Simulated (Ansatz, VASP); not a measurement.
**GePt (wurtzite type (invented)): VASP beside Ansatz**

Aim: how closely do two programs agree when they are given the same cell, functional and k mesh? The cell is generated by rule, not measured, and may not be a known phase. The cell is taken from a series of runs on this material, whose earlier steps may have relaxed, scaled, displaced or heated it; both programs get it as it stands.

Method: plane waves, with VASP 6.6.1 beside it; LDA, in Ansatz 0.2.0.

## Step 1: The starting structure

The structure is hexagonal, space group P6_3mc (No. 186). Conventional cell: a = 3.554 Å, b = 3.554 Å, c = 7.274 Å, α = 90.00°, β = 90.00°, γ = 120.00°. Nearest to Pt lie 4 Ge at 2.38 to 2.43 Å. Ge has 4 Pt at 2.38 to 2.43 Å nearest. Farther neighbours are not listed.

As a file:

```cif
data_structure
_symmetry_space_group_name_H-M 'P 1'
_symmetry_Int_Tables_number 1
_cell_length_a 3.5541
_cell_length_b 3.5541
_cell_length_c 7.2744
_cell_angle_alpha 90.000
_cell_angle_beta 90.000
_cell_angle_gamma 120.000
_cell_volume 79.58
loop_
_atom_site_label
_atom_site_type_symbol
_atom_site_fract_x
_atom_site_fract_y
_atom_site_fract_z
_atom_site_occupancy
Pt1 Pt 0.33333 0.66667 0.02076 1
Pt2 Pt 0.66667 0.33333 0.52076 1
Ge3 Ge 0.33333 0.66667 0.35424 1
Ge4 Ge 0.66667 0.33333 0.85424 1
```

## Step 2: Ansatz: relaxation of cell and atoms, LDA

Ansatz runs on its default PAW (the set named soft_2) files.

The relaxed volume is the usual yardstick between codes: in a stiff, nearly cubic crystal its relative difference is about their pressure difference at one cell divided by the bulk modulus.

The input, input.yaml:

```yaml
crystal:
  lattice:
    - [3.5540888507, -2.426e-07, 0.0]
    - [-1.7770442153, 3.0779313533, 0.0]
    - [0.0, 0.0, 7.274422564]
  atoms:
    - { symbol: Pt, position: [0.3333333333, 0.6666666667, 0.0207564972] }
    - { symbol: Pt, position: [0.6666666667, 0.3333333333, 0.5207564972] }
    - { symbol: Ge, position: [0.3333333333, 0.6666666667, 0.3542435028] }
    - { symbol: Ge, position: [0.6666666667, 0.3333333333, 0.8542435028] }
kpoints:
  mp_grid: { grid: [15, 15, 6] }
hamiltonian:
  xc: lda
scf:
  occupations: { method: gaussian, width: 0.1 }
output:
  forces: true
  stress: true
  eigenvalues: true
  write_density: true
  write_potential: true
  elf: true
  volumetric_format: npy
relax:
  adjacent_minimum: "off"
  f_tol: 0.005
  max_steps: 80
  cell: { stress_tol: 0.05 }
```

On the command line:

```console
> ansatz run input.yaml --threads 2 --pin off --max-ram 5120MiB --backend cpu --events-out ev --progress --plain --runs-dir out
```

Numbers of over 12 decimals in the logs are rounded to 6 here.

What it wrote:

```text
Engine: ansatz 0.2.0, aarch64-unknown-linux-gnu
Pseudopotentials: kind: paw
Pseudopotential: Pt, paw, valence charge 18, recommended cutoff 420 eV (normal), Pt.paw.azcp
Pseudopotential: Ge, paw, valence charge 14, recommended cutoff 420 eV (normal), Ge.paw.azcp
Functional definition: SPW92
  exchange = slater_x
  correlation = pw_c
Crystal: 4 atoms, lattice volume = 79.577 Å³
Basis set: ecut = 420 eV, 1519 PW (Γ)
Bands: 39, of which v1, the nominal top of the filled ones, is band 32 counted from 1 (31 counted from 0)
Symmetry: 12 space group operations
Space group: P63mc (ITA 186), of the structure as read, at distance tolerance 4.3e-5 Å
k-points: 108 of 1350 (time reversal used)
Non-local potential: Pt, projectors of the file, l = 0: 3, l = 1: 2, l = 2: 2, l = 3: 1
Non-local potential: Ge, projectors of the file, l = 0: 2, l = 1: 2, l = 2: 3, l = 3: 1
PAW form: soft (Blöchl's): semilocal exchange-correlation on the pseudo side does not see the compensation charge
PAW frozen core: Pt, regenerated for the run's functional, and the local potential with it (the file was generated under x = pbe(κ = 0.804, μ = 0.219515), c = pbe(β = 0.066725))
PAW frozen core: Ge, regenerated for the run's functional, and the local potential with it (the file was generated under x = pbe(κ = 0.804, μ = 0.219515), c = pbe(β = 0.066725))
PAW one-centre angular grid: Pt, 590 points (default); XC on 64 Gauss nodes
PAW one-centre angular grid: Ge, 590 points (default); XC on 64 Gauss nodes
Initial density: superposition of atomic densities (neutral atoms: chi_scale 0, normalization atom), corrected by the library's trained network
Initial wavefunctions: pseudopotential atomic-orbital guess
Functional: x = slater, c = lda
SCF iter   1: F=—  HF=-32921.979250 eV  |F-HF|=—  |Δ(HF+E_count)|=         —  Δρ=6.00e-3  dr2=2.23e-2  ethr=1.77e-3  ⟨swp⟩=5.8  Hψ=15098  notcnv=0
preconditioner: auto → LDOS  [metal: Δε(μ)=0.031 eV  Ē_g=17.101 eV  σ=0.100 eV  W_gap=0.18  n_scr=24 (ndim 8)  ℏωp=28.8 eV  f_vac=0.010  D(μ)=1.26/eV (n_scr^D=2)  β→1.0]
SCF iter   2: F=—  HF=-32921.979314 eV  |F-HF|=—  |Δ(HF+E_count)|=   6.44e-5  Δρ=4.47e-3  dr2=2.02e-2  ethr=3.48e-5  ⟨swp⟩=2.2  Hψ=8373  notcnv=0  defer=140
preconditioner: auto → Kerker (q_TF=auto, 2.631 Å⁻¹)  [metal: Δε(μ)=0.020 eV  Ē_g=17.141 eV  σ=0.100 eV  W_gap=0.11  n_scr=24 (ndim 8)  ℏωp=28.8 eV  f_vac=0.009  D(μ)=1.31/eV (n_scr^D=4)  β→0.5]
SCF iter   3: F=—  HF=-32921.972751 eV  |F-HF|=—  |Δ(HF+E_count)|=   6.56e-3  Δρ=1.14e-3  dr2=6.68e-4  ethr=3.16e-5  ⟨swp⟩=2.0  Hψ=6566  notcnv=0  defer=140
SCF iter   4: F=—  HF=-32921.972553 eV  |F-HF|=—  |Δ(HF+E_count)|=   1.98e-4  Δρ=2.02e-4  dr2=4.69e-5  ethr=1.04e-6  ⟨swp⟩=2.0  Hψ=5451  notcnv=0  defer=140
SCF iter   5: F=—  HF=-32921.972541 eV  |F-HF|=—  |Δ(HF+E_count)|=   1.19e-5  Δρ=8.22e-5  dr2=6.61e-6  ethr=7.32e-8  ⟨swp⟩=2.5  Hψ=6137  notcnv=0  defer=140
SCF iter   6: F=—  HF=-32921.972540 eV  |F-HF|=—  |Δ(HF+E_count)|=   2.89e-7  Δρ=3.95e-5  dr2=1.25e-6  ethr=1.03e-8  ⟨swp⟩=2.0  Hψ=6565  notcnv=0  defer=140
SCF iter   7: F=—  HF=-32921.972539 eV  |F-HF|=—  |Δ(HF+E_count)|=   1.05e-6  Δρ=1.34e-5  dr2=1.55e-7  ethr=1.95e-9  ⟨swp⟩=2.0  Hψ=6330  notcnv=0  defer=140
SCF iter   8: F=-32921.972539 eV  HF=-32921.972539 eV  |F-HF|=1.55e-9  |Δ(HF+E_count)|=   1.47e-8  Δρ=2.98e-6  dr2=8.06e-9  ethr=1.56e-10  ⟨swp⟩=11.2  Hψ=25477  notcnv=0
SCF 1 converged in 8 iterations: F = -32921.972539 eV  dr2 = 8.06e-9
  greatest PAW one-centre occupation: 1.000 electrons in one spin orbital (limit 2), on the Pt atom at site 1 (counted from 0), in its partial waves of l = 0
relax step   1: F+E_penalty+E_count = -32921.97253944 eV  Δ(F+E_penalty+E_count) = +0.000e0 eV  max|allowed force component| = 1.388e-2 eV/Å  Δτ_max = 0.0000 Å  P = +0.134 GPa  Ω = 79.577 Å³  (8 SCF iters, dr2 threshold 1.00e-7 eV, accepted)
[...]
relax step   2: F+E_penalty+E_count = -32921.97256447 eV  Δ(F+E_penalty+E_count) = -2.504e-5 eV  max|allowed force component| = 8.420e-4 eV/Å  Δτ_max = 0.0002 Å  P = -0.034 GPa  Ω = 79.699 Å³  energy of the carried Pulay correction = -3.017e-5 eV  (4 SCF iters, dr2 threshold 6.64e-8 eV, accepted)
[...]
relax step   3: F+E_penalty+E_count = -32921.97257195 eV  Δ(F+E_penalty+E_count) = -7.480e-6 eV  max|allowed force component| = 9.081e-4 eV/Å  Δτ_max = 0.0002 Å  P = -0.012 GPa  Ω = 79.698 Å³  energy of the carried Pulay correction = -2.989e-5 eV  (4 SCF iters, dr2 threshold 1.28e-8 eV, accepted)
[...]
relax step   4: F+E_penalty+E_count = -32921.97260108 eV  Δ(F+E_penalty+E_count) = -2.913e-5 eV  max|allowed force component| = 9.133e-4 eV/Å  Δτ_max = 0.0000 Å  P = -0.012 GPa  Ω = 79.698 Å³  stress off target by 2.80e-2 GPa  SCF on the basis re-selected at this cell (its energy is not comparable with the rows above)  (6 SCF iters)
basis re-selected at this cell: Δ(F+E_penalty+E_count) = -2.913e-5 eV, ΔP = -0.000 GPa vs the last step (what re-selecting the basis moved, of the pressure what is left beyond the Pulay correction that the steps carried, after the strain that the cell walked since its last selection, with what the two solves' SCF thresholds leave and, on support functions, any second-order correction that the steps lacked; it is no m [...]
SCF converged after 6 iterations
Free energy (F): -32921.972601 eV
Harris-Foulkes:  -32921.972601 eV  (|F-HF|=2.18e-11)
Internal energy: -32921.966149 eV  (E = F + TS)
E sigma→0 (E₀):  -32921.969375 eV
Entropy (-TS):   -0.006452 eV (-1.613 meV/atom)
Fermi energy:    12.925082 eV
--- Per-component energies (eV) ---
  E_band       = -817.238670
  E_kinetic    = 1505.416125
  E_local      = -9000.351985  (includes V_loc(G=0)·N_el)
  E_nonlocal   = 1258.039614
  E_hartree    = 3691.591149
  E_xc         = -672.106578
  E_vxc        = -736.860280  (∫ρ·V_xc dr)
  E_paw        = -22239.397061  (= ΣΔE_a)
  E_vpaw       = -1226.665302  (= ΣTr[D̂ρ^β])
  E_aug_tail   = 0.000953  (compensation charges beyond the density's cutoff)
  E_ewald      = -7469.902758
  E_core_change = 4.744391  (= ΣΔE_core)
  E_smearing   = -0.006452  (= −TS)
  E_closure    = -0.000000  (closes the sum)
  Σ components = -32921.972601   (vs F -32921.972601, Δ=0.00e0)
--- Forces (eV/Å), atoms counted from 1 ---
  atom   1  Pt     0.00000000     0.00000000    -0.00091084
  atom   2  Pt     0.00000000    -0.00000000    -0.00091084
  atom   3  Ge     0.00000000     0.00000000     0.00091585
  atom   4  Ge     0.00000000    -0.00000000     0.00091585
  max |Σ_I F_I| component: 1.00e-5 eV/Å
--- Stress (GPa, compression-positive) ---
       -0.004137       0.000000      -0.000000
        0.000000      -0.004137      -0.000000
       -0.000000      -0.000000      -0.027996
  P = ⅓ Tr σ = -0.0121 GPa (-0.121 kbar)
--- Band table (eV; the first three rows and the last of 108) ---
  k-point 0: bands = [... 28 lower, 9.7585, 9.9863, 9.9863, 15.2936, 17.2076, 17.2076, 17.8476, 19.2766, ... 3 higher]
  k-point 1: bands = [... 28 lower, 9.9388, 9.9741, 9.9741, 14.5169, 17.3068, 17.3068, 18.4909, 19.0625, ... 3 higher]
  k-point 2: bands = [... 28 lower, 9.9379, 9.9379, 10.6927, 13.1522, 17.5948, 17.5948, 18.5740, 18.5740, ... 3 higher]
  k-point 107: bands = [... 28 lower, 10.3936, 10.3936, 11.3778, 11.3778, 12.9757, 12.9757, 14.7714, 14.7714, ... 3 higher]
--- Relaxed structure (3 steps of the walk, 3 accepted, 1 SCFs on fresh bases) ---
  F+E_penalty+E_count = -32921.97260108 eV   max|allowed force component| = 9.133e-4 eV/Å   (the final SCF, on the basis selected at the relaxed cell)
  cell:  # Å, volume = 79.6980 Å³
    - [3.557565, -2.428096856287402e-7, 0]
    - [-1.778782, 3.080942, 0]
    - [0, 0, 7.271282]
  atoms:
    - { symbol: Pt, position: [0.333333, 0.666667, 0.020702] }
    - { symbol: Pt, position: [0.666667, 0.333333, 0.520702] }
    - { symbol: Ge, position: [0.333333, 0.666667, 0.354298] }
    - { symbol: Ge, position: [0.666667, 0.333333, 0.854298] }
```

## Step 3: VASP: relaxation of cell and atoms, LDA

The same cell, functional (in two slightly different forms), mesh and smearing now go to VASP, with its own data sets.

Lines of VASP's logs that name or quote its potential files are left out, and so is its time.

The input, INCAR:

```
SYSTEM = GePt
PREC = Accurate
ENCUT = 500
EDIFF = 1E-07
NELM = 120
ISMEAR = 0
SIGMA = 0.1
LREAL = .FALSE.
ALGO = Normal
GGA = CA
NBANDS = 30
LASPH = .TRUE.
LORBIT = 11
LWAVE = .FALSE.
LCHARG = .FALSE.
ISIF = 3
IBRION = 2
NSW = 80
EDIFFG = -0.005
GGA_COMPAT = .FALSE.
NELMIN = 4
KPAR = 2
```

The input, POSCAR:

```
GePt
1.0
    3.5540890000      0.0000000000      0.0000000000
   -1.7770440000      3.0779310000      0.0000000000
    0.0000000000      0.0000000000      7.2744230000
Pt Ge
2 2
Direct
    0.3333332395      0.6666666667      0.0207565603
    0.6666664791      0.3333333333      0.5207564916
    0.3333332395      0.6666666667      0.3542434912
    0.6666664791      0.3333333333      0.8542434225
```

The input, KPOINTS:

```
Automatic mesh
0
Gamma
15 15 6
0 0 0
```

Potentials, in the order of the species: Pt and Ge_d (LDA family, release 64).

On the command line:

```console
> mpirun -np 2 vasp_std
```

What it wrote:

```text
[banner, memory and clock lines left out]
running    2 mpi-ranks, on    1 nodes
 distrk:  each k-point on    1 cores,    2 groups
 distr:  one band on    1 cores,    1 groups

 POSCAR found type information on POSCAR PtGe
 POSCAR found :  2 types and       4 ions
 LDA part: xc-table for (Slater(with rela. corr.)+CA(PZ))
 , standard interpolation
 POSCAR, INCAR and KPOINTS ok, starting setup
 FFT: planning ... GRIDC
 FFT: planning ... GRID_SOFT
 FFT: planning ... GRID
 WAVECAR not read
 entering main loop
       N       E                     dE             d eps       ncg     rms          rms(c)
DAV:   1     0.454898256362E+03    0.45490E+03   -0.22921E+04  8028   0.366E+03
DAV:   2     0.425242627052E+02   -0.41237E+03   -0.39247E+03  6566   0.866E+02
DAV:   3    -0.235426025695E+02   -0.66067E+02   -0.63776E+02  7136   0.182E+02
DAV:   4    -0.267658122615E+02   -0.32232E+01   -0.32000E+01  7632   0.469E+01
DAV:   5    -0.268432119599E+02   -0.77400E-01   -0.77391E-01  7142   0.767E+00    0.123E+01
DAV:   6    -0.260814708268E+02    0.76174E+00   -0.32577E+00  8088   0.116E+01    0.500E+00
DAV:   7    -0.259590438789E+02    0.12243E+00   -0.35702E-01  8174   0.591E+00    0.296E+00
DAV:   8    -0.259214879515E+02    0.37556E-01   -0.69834E-02  8038   0.195E+00    0.369E-01
DAV:   9    -0.259204396044E+02    0.10483E-02   -0.71024E-03  8378   0.996E-01    0.186E-01
DAV:  10    -0.259202548167E+02    0.18479E-03   -0.12753E-03  8972   0.369E-01    0.430E-02
DAV:  11    -0.259202444062E+02    0.10411E-04   -0.13757E-04  7266   0.101E-01    0.269E-02
DAV:  12    -0.259202456373E+02   -0.12311E-05   -0.76781E-06  8054   0.305E-02    0.740E-03
DAV:  13    -0.259202452730E+02    0.36431E-06   -0.53588E-07  6482   0.578E-03    0.236E-03
DAV:  14    -0.259202452581E+02    0.14942E-07   -0.27042E-07  5728   0.340E-03
   1 F= -.25920245E+02 E0= -.25917012E+02  d E =-.259202E+02
[...]
2 F= -.25918934E+02 E0= -.25915560E+02  d E =0.131164E-02
[...]
3 F= -.25921223E+02 E0= -.25917935E+02  d E =-.977504E-03
[...]
4 F= -.25921223E+02 E0= -.25917934E+02  d E =-.977877E-03
[...]
5 F= -.25921221E+02 E0= -.25917930E+02  d E =-.976236E-03
[...]
6 F= -.25921227E+02 E0= -.25917935E+02  d E =-.553143E-05
 trial-energy change:   -0.000006  1 .order   -0.000006   -0.000014    0.000003
 step:   0.7192(harm=  0.7192)  dis= 0.00012  next Energy=   -25.921227 (dE=-0.586E-05)
 bond charge predicted
       N       E                     dE             d eps       ncg     rms          rms(c)
DAV:   1    -0.259212294664E+02   -0.23902E-05   -0.79135E-05  7478   0.594E-02    0.793E-03
DAV:   2    -0.259212279054E+02    0.15609E-05   -0.38629E-06  7674   0.238E-02    0.446E-03
DAV:   3    -0.259212273339E+02    0.57154E-06   -0.12855E-06  6780   0.110E-02    0.123E-03
DAV:   4    -0.259212273333E+02    0.54206E-09   -0.33696E-07  5742   0.467E-03
   7 F= -.25921227E+02 E0= -.25917935E+02  d E =-.583877E-05
 curvature:  -0.37 expect dE=-0.466E-05 dE for cont linesearch -0.232E-08
 trial: gam= 0.58504 g(F)=  0.243E-05 g(S)=  0.103E-04 ort =-0.324E-06 (trialstep = 0.781E+00)
 search vector abs. value=  0.180E-04
 reached required accuracy - stopping structural energy minimisation
```

From OUTCAR (step 3):

```text
ion  position               nearest neighbor table
   1  0.333  0.667  0.021-   4 2.38   4 2.38   4 2.38   3 2.43
   2  0.667  0.333  0.521-   3 2.38   3 2.38   3 2.38   4 2.43
   3  0.333  0.667  0.354-   2 2.38   2 2.38   2 2.38   1 2.43
   4  0.667  0.333  0.854-   1 2.38   1 2.38   1 2.38   2 2.43

  LATTYP: Found a hexagonal cell.
 ALAT       =     3.5540890000
 C/A-ratio  =     2.0467756998

 Subroutine GETGRP returns: Found 12 space group operations
 (whereof  6 operations were pure point group operations)

The static configuration has the point symmetry C_3v.
 The point group associated with its full space group is C_6v.

 Found    108 irreducible k-points:

   k-points           NKPTS =    108   k-points in BZ     NKDIM =    108   number of bands    NBANDS=     30

   dimension x,y,z NGX =    28 NGY =   28 NGZ =   54
   dimension x,y,z NGXF=    56 NGYF=   56 NGZF=  108

   ENCUT  =  500.0 eV  36.75 Ry    6.06 a.u.   6.48  6.48 13.26*2*pi/ulx,y,z

   NELECT =      48.0000    total number of electrons

 k-points in reciprocal lattice and weights: Automatic mesh
   0.00000000  0.00000000  0.00000000       0.001
   0.06666667  0.00000000  0.00000000       0.004
   0.13333333 -0.00000000  0.00000000       0.004
   0.20000000  0.00000000  0.00000000       0.004
   0.26666667 -0.00000000  0.00000000       0.004
   0.33333333 -0.00000000  0.00000000       0.004
   0.40000000  0.00000000  0.00000000       0.004
   0.46666667 -0.00000000  0.00000000       0.004
   0.06666667  0.06666667  0.00000000       0.004
[...]
0.33333333  0.26666667  0.50000000       0.009
   0.33333333  0.33333333  0.50000000       0.001

 average (electrostatic) potential at core
       1 -67.8847       2 -67.8847       3 -73.6406       4 -73.6406

 E-fermi :   6.3840

 k-point     1 :       0.0000    0.0000    0.0000
  band No.  band energies     occupation
    ...
     19       3.1241      2.00000
     20       3.2260      2.00000
     21       3.2260      2.00000
     22       3.4474      2.00000
     23       3.4474      2.00000
     24       8.7200      0.00000
     25      10.6512      0.00000
     26      10.6512      0.00000
     27      11.2670      0.00000
     28      12.6983      0.00000
    ...

 k-point     2 :       0.0667    0.0000    0.0000
  band No.  band energies     occupation
    ...
     19       3.0923      2.00000
     20       3.1847      2.00000
     21       3.2263      2.00000
     22       3.4510      2.00000
     23       3.4763      2.00000
     24       8.8253      0.00000
     25      10.2356      0.00000
     26      10.5030      0.00000
     27      11.1637      0.00000
     28      12.2267      0.00000
    ...

 k-point     3 :       0.1333   -0.0000    0.0000
  band No.  band energies     occupation
    ...
     19       3.0000      2.00000
     20       3.0958      2.00000
     21       3.2452      2.00000
     22       3.4637      2.00000
     23       3.5470      2.00000
     24       9.0442      0.00000
     25       9.3095      0.00000
     26      10.1139      0.00000
     27      10.7062      0.00000
     28      11.7814      0.00000
    ...

  Total       -0.0187898     -0.0187898     -0.0122028     -0.0000000      0.0000000      0.0000000
  in kB       -0.3763237     -0.3763236     -0.2444002     -0.0000001      0.0000000      0.0000000
  external PRESSURE =      -0.3323492 kB  Pullay stress =       0.0000000 kB

  energy-cutoff  :      500.00
  volume of cell :       80.00
      direct lattice vectors                 reciprocal lattice vectors
     3.559211457  0.000000001  0.000000000     0.280961110  0.162212946 -0.000000000
    -1.779605227  3.082367176  0.000000000    -0.000000000  0.324425983  0.000000000
     0.000000000 -0.000000000  7.291754557     0.000000000  0.000000000  0.137141204

 POSITION                                       TOTAL-FORCE (eV/Angst)
 -----------------------------------------------------------------------------------
      0.00000      2.05491      0.15205        -0.000000     -0.000000      0.003551
      1.77961      1.02746      3.79793         0.000000      0.000000      0.003551
      0.00000      2.05491      2.58236        -0.000000      0.000000     -0.003551
      1.77961      1.02746      6.22823         0.000000     -0.000000     -0.003551
 -----------------------------------------------------------------------------------
    total drift:                                0.000827     -0.000005      0.002565

  FREE ENERGIE OF THE ION-ELECTRON SYSTEM (eV)
  ---------------------------------------------------
  free  energy   TOTEN  =       -25.9212273333 eV

  energy  without entropy=      -25.9146427496  energy(sigma->0) =      -25.91793504

 reached required accuracy - stopping structural energy minimisation

 total charge
# of ion       s       p       d       tot
------------------------------------------
    1        0.797   0.464   8.219   9.480
    2        0.797   0.464   8.219   9.480
    3        1.175   1.164  10.113  12.453
    4        1.175   1.164  10.113  12.453
--------------------------------------------------
tot          3.945   3.257  36.665  43.866

[... 3 further parts left out ...]
```

## Step 4: Differences

Known differences besides the potentials themselves: the two LDA forms differ slightly; the data sets hold 64 valence electrons in Ansatz (on its default PAW (the set named soft_2) files) and 48 in VASP; the cutoff is 420 eV in Ansatz and 500 eV in VASP; VASP's log shows a relativistic correction to its local exchange, Ansatz's none; Ansatz adds a Pulay correction to the stress that steers its cell, VASP none. Total energies have different zeros and are not compared.

The two programs side by side:

| quantity | Ansatz | VASP | difference |
| --- | --- | --- | --- |
| volume (Å³) | 79.70 | 80.00 | -0.37 % |
| edge a after relaxation, in the typed setting (Å) | 3.558 | 3.559 | -0.04 % |
| edge c after relaxation, in the typed setting (Å) | 7.271 | 7.292 | -0.28 % |

## Step 5: Outcome

| Property | Result |
| --- | --- |
| difference in volume (relaxation of cell and atoms, LDA) | -0.37 % |

The difference in volume is -0.37 % (relaxation of cell and atoms, LDA), within the 1.2 % picked in this series as the mark of a large difference, as far as the stopping tolerances let one tell. The data sets hold unlike numbers of valence electrons (64 in Ansatz and 48 in VASP), so part of the differences may come from the potentials. 1 further pair of this series is not shown here. How closely two codes agree says nothing of how well the functional describes the real material.

[Lines on the potential files, build, host, timing and source positions are cut from VASP's logs without a mark.]

[Logs are printed without paths, hosts, clocks, repeated set-up lines and the standing remarks that a program may print on its own settings, such as how far it seeks lower states.]

[Hosts, paths, dates, database ids (printed as entryN), source tags and the programs' standing remarks are cut or masked in the printed files.]
